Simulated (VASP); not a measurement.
Given:

```xyz
3
Lattice="0.0000 2.6950 2.6950 2.6950 0.0000 2.6950 2.6950 2.6950 0.0000" Properties=species:S:1:pos:R:3 pbc="T T T"
Cd     0.0000     0.0000     0.0000
F      1.3475     1.3475     1.3475
F      4.0425     4.0425     4.0425
```

All values below come from PBE GGA, VASP's PBE PAW potentials (set 64) (plane waves; VASP 6.6.1). Numerical set-up: 400 eV cut-off, 7×7×7 Γ-centred mesh, Fermi-Dirac smearing of 0.050 eV, potentials Cd F.

At this cut-off the stress carries a Pulay error, which pulls relaxed volumes low. Energy and stress use the plane-wave basis of the starting cell.

### Question
The ions, cell shape and volume are relaxed. Give the cell that the relaxation ends in.

### Answer

```xyz
3
Lattice="0.0000 2.6767 2.6767 2.6767 0.0000 2.6767 2.6767 2.6767 0.0000" Properties=species:S:1:pos:R:3 pbc="T T T"
Cd     0.0000     0.0000     0.0000
F      1.3384     1.3384     1.3384
F      4.0151     4.0151     4.0151
```
Space group Fm-3m (225), at a tolerance of 0.03 Å.

### Question
How do energy and volume change from the first to the last step?

### Answer
The energy (σ→0) changes by -3.0 meV/atom and the volume by -2.0 %, in 3 ionic steps.

The structure is a typed CdF2 crystal (Fm-3m). This run relaxes it. Symmetry was kept, so distortions that lower it aren't found. The run is one of a series of settings (EDIFFG = -0.01, IBRION = 2, ISIF = 3, NSW = 50 against the base run), some of them coarse on purpose.
